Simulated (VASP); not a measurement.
# LuMnIn under changes of volume

One of the cells (22.465 Å³/atom); the others are scaled copies at fixed shape and fractional positions:

```
Lu In Mn
1.0
     4.76793    0.00000    0.00000
    -2.38396    4.12915    0.00000
     0.00000    0.00000    3.42326
Lu In Mn
1 1 1
Cartesian
  0.0000 0.0000 0.0000
  2.3840 1.3764 1.7116
  0.0000 2.7528 1.7116
```

The cell comes from a database or a generator and needn't be the stable form of this composition.

| Quantity | Value |
| --- | --- |
| Program | VASP 6.6.1 |
| Functional | PBE |
| Potentials or basis | VASP PAW PBE potentials, release 64 (Lu, In_d, Mn_pv) |
| Cutoff | 520 eV |
| k mesh | 7 × 7 × 8 |
| Occupations | fermi-dirac, width 0.05 eV |
| Spin | collinear spin, ferromagnetic start |
| Starting moments | [0.0, 0.0, 4.0] μB |

| volume (Å³/atom) | energy over the lowest point (meV/atom) | pressure (GPa) | moment (μB per cell) |
| --- | --- | --- | --- |
| 20.703 | 18.35 | 5.0 | 3.46 |
| 21.144 | 7.03 | 3.2 | 3.48 |
| 21.584 | 0.52 | 1.5 | 3.49 |
| 22.465 | 0.00 | -1.3 | 3.52 |
| 22.906 | 5.12 | -2.5 | 3.54 |
| 23.346 | ? | ? | ? |

Q: What does the run at 23.346 Å³/atom give?

A: Energy over the lowest point 13.32 meV/atom; pressure -3.5 GPa; moment 3.57 μB per cell.

Worked out: A Birch-Murnaghan fit of order 3 (a polynomial in V^(-2/3)) to the other rows has its minimum at 22.05 Å³/atom with B0 = V·E''(V) = 70 GPa and B' = 4.5 at fixed shape and positions, which overstates the stiffness. It gives 13.33 meV/atom at 23.346 Å³/atom, against the run's 13.32, and -dE/dV = -3.5 GPa, against -3.5. A straight line through the other rows of the moment, of slope 0.0348 μB per Å³/atom, extrapolates to 3.55 μB, against the run's 3.57.

Energies are extrapolated to zero smearing.
